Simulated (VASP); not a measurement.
Given:

```
BeRh
1.0
    2.75100     0.00000     0.00000
    0.00000     2.75100     0.00000
    0.00000     0.00000     2.75100
Be Rh
1 1
Direct
  0.00000   0.00000   0.00000
  0.50000   0.50000   0.50000
```

These are PBEsol GGA, VASP's PBE PAW potentials (set 64) (plane waves; VASP) values and carry that method's errors. Settings: 400 eV cut-off, Gaussian smearing of 0.050 eV, potentials Be Rh_pv.

Task: Predict the band gap (along the path) with the smallest direct gap where there is one.

Result: 
- band gap (along the path) = none (metal, semimetal or under 0.01 eV)

Only differences to runs with the same potentials and settings are physical.

The structure comes from a computed database's BeRh entry (Pm-3m); how it stands against other phases isn't given here. It was relaxed first. The electron count is odd and the run is not spin-polarised, which forces a metal.
